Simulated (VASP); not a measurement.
Method: PBE GGA, VASP's PBE PAW potentials (set 64) (plane waves; VASP).

Input for VASP

**KPOINTS**
```
Automatic mesh
0
Gamma
8 8 8
0 0 0
```

File POSCAR:
```
GdN
1
    0.0000000000     2.4396240000     2.5632720000
    2.5408420000     0.0000000000     2.5632720000
    2.5408420000     2.4396240000     0.0000000000
Gd N
1 1
Direct
  0.0000000000   0.0000000000   0.0000000000
  0.4948920000   0.5051080000   0.5051080000
```

### INCAR
```
SYSTEM = GdN
PREC = Accurate; ENCUT = 520; LREAL = .False.
LASPH = .True.; NBANDS = 9
EDIFF = 1E-6; NELM = 100; ALGO = Normal
LMAXMIX = 6
ISMEAR = 0; SIGMA = 0.05
GGA = PE
ISIF = 2
LWAVE = .False.; LCHARG = .False.
```

POTCAR, in this order: Gd_3 N (PBE.64 set). Program: vasp_std.

Task: What will the output report for the number of irreducible k-points (NKPTS), largest plane-wave count, number of space-group operations, FFT grid (NGX, NGY, NGZ)?

Result: 
```
Item                                           Value
--------------------------------------  ------------
number of irreducible k-points (NKPTS)            95
largest plane-wave count                         875
number of space-group operations                   4
FFT grid (NGX, NGY, NGZ)                28 × 28 × 28
```

The compound is GdN in the rock salt structure. The cell was not relaxed at this level, atoms are displaced from their ideal sites. The run is one of a series of settings (NBANDS = 9 against the base run), some of them coarse on purpose. The 4f electrons are frozen in the core of the lanthanide potential, so 4f levels, which can set the real gap, and their magnetism are missing.
